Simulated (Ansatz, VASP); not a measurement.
# Ti (Ti(10-10)) in two plane-wave programs

Aim: how closely do two programs agree when they are given the same cell, functional and k mesh?

Calculated with Ansatz 0.2.0; plane waves, with VASP 6.6.1 beside it; single point at PBE.

In doubt: too few empty bands were carried, so the values of those runs are not to be relied on.

**1. The starting structure**

The cell holds 12 atoms: 12 Ti. Cell: a = 2.925 Å, b = 4.625 Å, c = 28.509 Å, α = 90.0°, β = 90.0°, γ = 90.0°. It derives from Ti. As first built, before any earlier steps moved the atoms: 12 layers of hcp Ti, cut at this functional's lattice. Vacuum lies along c.

**2. Ansatz: single point, PBE**

Ansatz runs on its default PAW (the set named soft_2) files.

A single point gives forces, pressure and levels at one fixed geometry, so differences don't come from the geometry; what else differs is listed under the comparison.

File input.yaml:

```yaml
crystal:
  lattice:
    - [2.9247316052, 0.0, 0.0]
    - [0.0, 4.6245123023, 0.0]
    - [0.0, 0.0, 28.5087566366]
  atoms:
    - { symbol: Ti, position: [0.0, 0.0, 0.2662133942] }
    - { symbol: Ti, position: [0.5, 0.0, 0.3506535604] }
    - { symbol: Ti, position: [0.5, 0.5, 0.2949351185] }
    - { symbol: Ti, position: [0.0, 0.0, 0.4400366519] }
    - { symbol: Ti, position: [0.0, 0.5, 0.3819894943] }
    - { symbol: Ti, position: [0.5, 0.0, 0.5294132697] }
    - { symbol: Ti, position: [0.5, 0.5, 0.4705867303] }
    - { symbol: Ti, position: [0.0, 0.0, 0.6180105057] }
    - { symbol: Ti, position: [0.0, 0.5, 0.5599633481] }
    - { symbol: Ti, position: [0.5, 0.0, 0.7050648815] }
    - { symbol: Ti, position: [0.5, 0.5, 0.6493464396] }
    - { symbol: Ti, position: [0.0, 0.5, 0.7337866058] }
hamiltonian:
  xc: pbe
  pseudopotentials: { kind: paw }
kpoints:
  mp_grid: { grid: [10, 7, 1] }
scf:
  occupations: { method: methfessel_paxton, width: 0.15 }
  n_extra_bands: 7
efield:
  axis: 3
  dipole_correction: true
  ramp_width: 0.04
output:
  forces: true
  eigenvalues: true
```

The run is started by

```
$ ansatz run input.yaml --threads 4 --pin off --max-ram 9216MiB --backend cpu --events-out ev --progress --plain --runs-dir out
```

Numbers of over 12 decimals in the logs are rounded to 6 here.

The log of the run:

```text
scf.n_extra_bands = 7 over 72 filled bands (N_el = 144.0): the run solves 79 bands
Engine: ansatz 0.2.0, aarch64-unknown-linux-gnu
Pseudopotentials: kind: paw
Pseudopotential: Ti, paw, valence charge 12, recommended cutoff 420 eV (normal), Ti.paw.azcp
Functional definition: PBE
  parameter kappa = 0.804
  parameter beta = 0.066725
  exchange = pbe_x(kappa = kappa, mu = beta*pi^2/3)
  correlation = pbe_c(beta = beta)
Crystal: 12 atoms, lattice volume = 385.594 Å³
Basis set: ecut = 420 eV, 7513 PW (Γ), exchange–correlation on 40×64×384 points (8 copies of the dense FFT grid, shifted against one another)
Bands: 79, of which v1, the nominal top of the filled ones, is band 72 counted from 1 (71 counted from 0)
Symmetry: 4 space group operations
k-points: 24 of 70
Non-local potential: Ti, projectors of the file, l = 0: 3, l = 1: 2, l = 2: 3, l = 3: 1
PAW form: soft (Blöchl's): semilocal exchange-correlation on the pseudo side does not see the compensation charge
PAW one-centre angular grid: Ti, 590 points (default); XC on 64 Gauss nodes
Initial density: superposition of atomic densities (neutral atoms: chi_scale 0, normalization atom), corrected by the library's trained network
Initial wavefunctions: pseudopotential atomic-orbital guess
Functional: x = pbe(κ = 0.804, μ = 0.219515), c = pbe(β = 0.066725)
SCF iter   1: F=—  HF=-29992.548181 eV  |F-HF|=—  |Δ(HF+E_count)|=         —  Δρ=7.04e-3  dr2=6.46e-1  ethr=1.77e-3  p=0.000 e·Å  D=9.82e-15 V/Å  ΔV_dip=-0.00 eV  dr2_dipole=5.01e-6  V_vac-E_F(+/−)=3.78/3.78 eV  ⟨swp⟩=8.9  Hψ=8977  notcnv=0
efield: sawtooth ramp at fractional position 0.9800 (placed from the atoms, in the widest stretch of the axis that holds none; the zero of the levels goes with the place), width 0.0400; the density the first Hamiltonian is built on has a dipole p = 0.000 e·Å; the dipole correction subtracts the counter field D = 9.82e-15 V/Å, which shifts the + side's vacuum level by -0.00 eV against the − side's; the planar-averaged density in the ramp window peaks in size at 7.9e-5 e/Å³
preconditioner: auto → LDOS  [metal: Δε(μ)=0.013 eV  Ē_g=1.982 eV  σ=0.150 eV  W_gap=0.07  n_scr=68 (ndim 8)  ℏωp=13.1 eV  f_vac=0.415  D(μ)=18.24/eV (n_scr^D=180)  β→1.0]
SCF iter   2: F=—  HF=-29992.541708 eV  |F-HF|=—  |Δ(HF+E_count)|=   6.47e-3  S|Δr|=    0.00e0  Δρ=2.85e-3  dr2=4.29e-2  ethr=4.48e-4  p=-0.000 e·Å  D=-2.02e-5 V/Å  ΔV_dip=0.00 eV  dr2_dipole=3.20e-6  V_vac-E_F(+/−)=3.88/3.88 eV  ⟨swp⟩=2.0  Hψ=2705  notcnv=0
SCF iter   3: F=—  HF=-29992.540730 eV  |F-HF|=—  |Δ(HF+E_count)|=   9.79e-4  S|Δr|=    0.00e0  Δρ=9.32e-4  dr2=1.62e-2  ethr=2.98e-5  p=-0.000 e·Å  D=-1.36e-5 V/Å  ΔV_dip=0.00 eV  dr2_dipole=1.08e-6  V_vac-E_F(+/−)=3.89/3.89 eV  ⟨swp⟩=2.3  Hψ=2643  notcnv=0
SCF iter   4: F=—  HF=-29992.540718 eV  |F-HF|=—  |Δ(HF+E_count)|=   1.14e-5  S|Δr|=    0.00e0  Δρ=3.89e-4  dr2=9.15e-4  ethr=1.13e-5  p=-0.000 e·Å  D=-7.05e-6 V/Å  ΔV_dip=0.00 eV  dr2_dipole=7.37e-8  V_vac-E_F(+/−)=3.90/3.90 eV  ⟨swp⟩=2.0  Hψ=2117  notcnv=0
SCF iter   5: F=—  HF=-29992.540718 eV  |F-HF|=—  |Δ(HF+E_count)|=   7.81e-7  S|Δr|=    0.00e0  Δρ=1.01e-4  dr2=4.00e-5  ethr=6.35e-7  p=-0.000 e·Å  D=-4.91e-6 V/Å  ΔV_dip=0.00 eV  dr2_dipole=9.76e-9  V_vac-E_F(+/−)=3.90/3.90 eV  ⟨swp⟩=3.1  Hψ=2606  notcnv=0
SCF iter   6: F=—  HF=-29992.540887 eV  |F-HF|=—  |Δ(HF+E_count)|=   1.69e-4  S|Δr|=    0.00e0  Δρ=4.82e-5  dr2=1.30e-5  ethr=2.78e-8  p=-0.000 e·Å  D=-2.69e-6 V/Å  ΔV_dip=0.00 eV  dr2_dipole=2.50e-9  V_vac-E_F(+/−)=3.90/3.90 eV  ⟨swp⟩=3.1  Hψ=3557  notcnv=0
SCF iter   7: F=—  HF=-29992.540899 eV  |F-HF|=—  |Δ(HF+E_count)|=   1.19e-5  S|Δr|=    0.00e0  Δρ=2.45e-5  dr2=4.47e-6  ethr=9.06e-9  p=-0.000 e·Å  D=-1.06e-6 V/Å  ΔV_dip=0.00 eV  dr2_dipole=3.62e-10  V_vac-E_F(+/−)=3.89/3.89 eV  ⟨swp⟩=3.2  Hψ=3899  notcnv=0
SCF iter   8: F=—  HF=-29992.540900 eV  |F-HF|=—  |Δ(HF+E_count)|=   1.21e-6  S|Δr|=    0.00e0  Δρ=6.73e-6  dr2=3.67e-7  ethr=3.11e-9  p=-0.000 e·Å  D=-3.00e-7 V/Å  ΔV_dip=0.00 eV  dr2_dipole=6.99e-12  V_vac-E_F(+/−)=3.89/3.89 eV  ⟨swp⟩=2.2  Hψ=2716  notcnv=0
SCF iter   9: F=-29992.540900 eV  HF=-29992.540900 eV  |F-HF|=1.76e-8  |Δ(HF+E_count)|=   1.47e-7  S|Δr|=    0.00e0  Δρ=2.39e-6  dr2=3.32e-8  ethr=6.94e-11  p=-0.000 e·Å  D=-6.81e-8 V/Å  ΔV_dip=0.00 eV  dr2_dipole=1.60e-12  V_vac-E_F(+/−)=3.89/3.89 eV  ⟨swp⟩=10.9  Hψ=7650  notcnv=0
WARN: the bands leave out some 3.343e-3 electrons a cell, over the threshold 1e-3 (by scf.eigensolver.empty_state_threshold): the first level above them, at 5.8261 eV, would hold -1.898e-2 of 2 at k-index 15, k = (0.3000, 0.4286, 0.0000) — raise scf.n_extra_bands (try 87 bands in all)
SCF 1 converged in 9 iterations: F = -29992.540900 eV  dr2 = 3.32e-8
  greatest PAW one-centre occupation: 0.999 electrons in one spin orbital (limit 2), on the Ti atom at site 4 (counted from 0), in its partial waves of l = 0
SCF converged after 9 iterations
Stability not checked: this state was not tested for a lower state beside it, because cold or Methfessel-Paxton smearing, or corrected tetrahedra, fill the levels in a way that the test cannot read (fill_not_monotonic; see scf.lower_state_search)
Free energy (F): -29992.540900 eV
Harris-Foulkes:  -29992.540900 eV  (|F-HF|=1.76e-8)
Internal energy: -29992.537314 eV  (E = F + TS)
E sigma→0 (E₀):  -29992.540004 eV
Entropy (-TS):   -0.003587 eV (-0.299 meV/atom)
Fermi energy:    5.534277 eV
Dipole field:    D = 0.000001 V/Å  (p = 0.000002 e·Å, saw-weighted, corrected)
Work function:   Φ+ = 3.8923 eV   Φ− = 3.8923 eV
Levels:          The Fermi level and band energies are counted from a zero that moves with the ramp; work functions are not
--- Per-component energies (eV) ---
  E_band       = -3018.215381
  E_kinetic    = 3269.056489
  E_local      = -157734.304800  (includes V_loc(G=0)·N_el)
  E_nonlocal   = 100.924362
  E_hartree    = 77429.777463
  E_xc         = -1166.946195
  E_vxc        = -1459.623132  (∫ρ·V_xc dr)
  E_paw        = -12572.918801  (= ΣΔE_a)
  E_vpaw       = -2053.773493  (= ΣTr[D̂ρ^β])
  E_aug_tail   = 0.001381  (compensation charges beyond the density's cutoff)
  E_efield     = 0.000000  (sawtooth field / dipole correction)
  E_vefield    = 0.000000  (∫n·V_field dr)
  E_ewald      = 60681.872788
  E_smearing   = -0.003587  (= −TS)
  E_closure    = -0.000000  (closes the sum)
  Σ components = -29992.540900   (vs F -29992.540900, Δ=0.00e0)
--- Forces (eV/Å), atoms counted from 1 ---
  atom   1  Ti    -0.00000000     0.00000000    -0.10659100
  atom   2  Ti    -0.00000000     0.00000000     0.05538004
  atom   3  Ti     0.00000000     0.00000000    -0.07333190
  atom   4  Ti     0.00000000     0.00000000     0.02167381
  atom   5  Ti     0.00000000    -0.00000000    -0.01493124
  atom   6  Ti     0.00000000    -0.00000000     0.01898747
  atom   7  Ti    -0.00000000     0.00000000    -0.01898777
  atom   8  Ti    -0.00000000     0.00000000     0.01493123
  atom   9  Ti    -0.00000000     0.00000000    -0.02167403
  atom  10  Ti    -0.00000000     0.00000000     0.07333216
  atom  11  Ti     0.00000000    -0.00000000    -0.05538023
  atom  12  Ti     0.00000000     0.00000000     0.10659109
  max |Σ_I F_I| component: 3.64e-7 eV/Å
--- Band table (eV; the first three rows and the last of 24) ---
  k-point 0: bands = [... 68 lower, 5.4860, 5.6576, 5.8291, 5.9360, 6.0449, 6.1053, 6.1300, 6.1939, ... 3 higher]
  k-point 1: bands = [... 68 lower, 5.5607, 5.5687, 5.7205, 5.9332, 6.1167, 6.1516, 6.1539, 6.2115, ... 3 higher]
  k-point 2: bands = [... 68 lower, 5.4125, 5.6472, 5.7658, 5.8170, 5.9677, 5.9845, 6.0180, 6.0268, ... 3 higher]
  k-point 23: bands = [... 68 lower, 4.9049, 4.9581, 5.2130, 5.4049, 5.4208, 5.5833, 5.5836, 5.8520, ... 3 higher]
```

Run time: 30 s. Hardware: 4 threads of Arm Neoverse V1, shared host; peak memory 1.2 GiB.

The column dr2 measures how far the density is from self-consistency, as an energy; F and HF (Harris–Foulkes) agree once it is small.

**3. VASP: single point, PBE**

The same cell, functional, mesh and smearing now go to VASP, with its own data sets and cutoff.

Lines of VASP's logs that name or quote its potential files are left out, and so is its time.

File INCAR:

```
SYSTEM = Ti
PREC = Normal
ENCUT = 320
EDIFF = 1E-06
NELM = 120
ISMEAR = 1
SIGMA = 0.15
LREAL = .FALSE.
ALGO = Fast
GGA = PE
NBANDS = 36
LASPH = .TRUE.
LORBIT = 11
LWAVE = .FALSE.
LCHARG = .TRUE.
KPAR = 4
IDIPOL = 3
LDIPOL = .TRUE.
DIPOL = 0.5 0.5 0.5
LVHAR = .TRUE.
LVACPOTAV = .TRUE.
NEDOS = 1500
```

File POSCAR:

```
Ti
1.0
    2.9247316052      0.0000000000      0.0000000000
    0.0000000000      4.6245123023      0.0000000000
    0.0000000000      0.0000000000     28.5087566366
Ti
12
Direct
    0.0000000000      0.0000000000      0.2662133942
    0.5000000000      0.0000000000      0.3506535604
    0.5000000000      0.5000000000      0.2949351185
    0.0000000000      0.0000000000      0.4400366519
    0.0000000000      0.5000000000      0.3819894943
    0.5000000000      0.0000000000      0.5294132697
    0.5000000000      0.5000000000      0.4705867303
    0.0000000000      0.0000000000      0.6180105057
    0.0000000000      0.5000000000      0.5599633481
    0.5000000000      0.0000000000      0.7050648815
    0.5000000000      0.5000000000      0.6493464396
    0.0000000000      0.5000000000      0.7337866058
```

File KPOINTS:

```
Automatic mesh
0
Gamma
10 7 1
0 0 0
```

The projector-augmented-wave data sets are Ti (PBE family, release 64).

The run is started by

```
$ mpirun -np 4 vasp_std
```

The log of the run:

```text
[banner, memory and clock lines left out]
running    4 mpi-ranks, on    1 nodes
 distrk:  each k-point on    1 cores,    4 groups
 distr:  one band on    1 cores,    1 groups

 POSCAR found type information on POSCAR Ti
 POSCAR found :  1 types and      12 ions
 LDA part: xc-table for (Slater+PW92), standard interpolation
 POSCAR, INCAR and KPOINTS ok, starting setup
 FFT: planning ... GRIDC
 FFT: planning ... GRID_SOFT
 FFT: planning ... GRID
 WAVECAR not read
 entering main loop
       N       E                     dE             d eps       ncg     rms          rms(c)
DAV:   1     0.177338704941E+03    0.17734E+03   -0.11599E+04  1728   0.731E+02
DAV:   2    -0.760817638881E+02   -0.25342E+03   -0.23810E+03  1836   0.198E+02
DAV:   3    -0.103717444333E+03   -0.27636E+02   -0.25813E+02  2588   0.615E+01
DAV:   4    -0.105457862820E+03   -0.17404E+01   -0.16700E+01  2808   0.168E+01
DAV:   5    -0.105522001804E+03   -0.64139E-01   -0.63153E-01  2736   0.294E+00    0.378E+01
RMM:   6    -0.122375809580E+03   -0.16854E+02   -0.11605E+02  3077   0.651E+01    0.222E+01
RMM:   7    -0.137301497344E+03   -0.14926E+02   -0.14639E+02  2702   0.615E+01    0.268E+01
RMM:   8    -0.919073218521E+02    0.45394E+02   -0.34359E+01  1930   0.299E+01    0.117E+01
RMM:   9    -0.906274766150E+02    0.12798E+01   -0.17443E+01  2647   0.114E+01    0.857E+00
RMM:  10    -0.922765105862E+02   -0.16490E+01   -0.12037E+01  2409   0.140E+01    0.950E+00
RMM:  11    -0.904651800143E+02    0.18113E+01   -0.22391E+00  2342   0.619E+00    0.639E+00
RMM:  12    -0.901421389191E+02    0.32304E+00   -0.24631E+00  2505   0.480E+00    0.515E+00
RMM:  13    -0.898657753355E+02    0.27636E+00   -0.36793E+00  2636   0.602E+00    0.270E+00
RMM:  14    -0.897575905474E+02    0.10818E+00   -0.37652E-01  2325   0.241E+00    0.185E+00
[...]
RMM:  28    -0.897338471467E+02   -0.53968E-04   -0.84463E-05  2616   0.229E-02    0.202E-02
RMM:  29    -0.897338853663E+02   -0.38220E-04   -0.14135E-05  2132   0.115E-02    0.141E-02
RMM:  30    -0.897339037829E+02   -0.18417E-04   -0.12173E-05  1932   0.714E-03    0.936E-03
RMM:  31    -0.897339263843E+02   -0.22601E-04   -0.25040E-05  2439   0.116E-02    0.480E-03
RMM:  32    -0.897339285904E+02   -0.22060E-05   -0.43416E-06  1503   0.388E-03    0.287E-03
RMM:  33    -0.897339308743E+02   -0.22840E-05   -0.78315E-06  1428   0.237E-03    0.211E-03
RMM:  34    -0.897339319231E+02   -0.10487E-05   -0.40230E-06  1397   0.300E-03    0.514E-04
RMM:  35    -0.897339327162E+02   -0.79312E-06   -0.66319E-06  1241   0.167E-03
|                                                                             |
|           W    W    AA    RRRRR   N    N  II  N    N   GGGG   !!!           |
|           W    W   A  A   R    R  NN   N  II  NN   N  G    G  !!!           |
|           W    W  A    A  R    R  N N  N  II  N N  N  G       !!!           |
|           W WW W  AAAAAA  RRRRR   N  N N  II  N  N N  G  GGG   !            |
|           WW  WW  A    A  R   R   N   NN  II  N   NN  G    G                |
|           W    W  A    A  R    R  N    N  II  N    N   GGGG   !!!           |
|                                                                             |
|     Did not find any points to average over, which means that no vacuum     |
|     field-free region was found. Please increase the size of  your cell     |
|     in the dimension of the dipole correction to obtain accurate            |
|     workfunction values.                                                    |
|                                                                             |

   1 F= -.89733933E+02 E0= -.89733601E+02  d E =-.994840E-03
```

[end of part 1 of 2]

[Lines on the potential files, build, host, timing and source positions are cut from VASP's logs without a mark.]

[Logs are printed without paths, hosts, clocks, repeated set-up lines and the standing remarks that a program may print on its own settings, such as how far it seeks lower states.]

[Hosts, paths, dates, database ids (printed as entryN), source tags and the programs' standing remarks are cut or masked in the printed files.]
